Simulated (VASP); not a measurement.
Given:

```
Re
1.0
    0.00000     2.76053     2.76053
    2.76053     0.00000     2.76053
    2.76053     2.76053     0.00000
Re
2
Direct
  0.75000   0.75000   0.75000
  0.50000   0.50000   0.50000
```

Method: PBE GGA, VASP's PBE PAW potentials (set 64) (plane waves; VASP 6.6.1). Run with 300 eV cut-off, 8×8×8 Γ-centred mesh, Fermi-Dirac smearing of 0.10 eV, potentials Re.

At this cut-off the stress carries a Pulay error, which pulls relaxed volumes low.

Problem. Give the stress tensor in GPa (positive for a compressed cell).

Solution. 
```
11.21   0.00   0.00
 0.00  11.21   0.00
 0.00   0.00  11.21
```
The pressure is its mean diagonal, 11.21 GPa.

The structure was generated: Re was put into an ordered model structure, which need not be its known phase. The cell was not relaxed at this level.
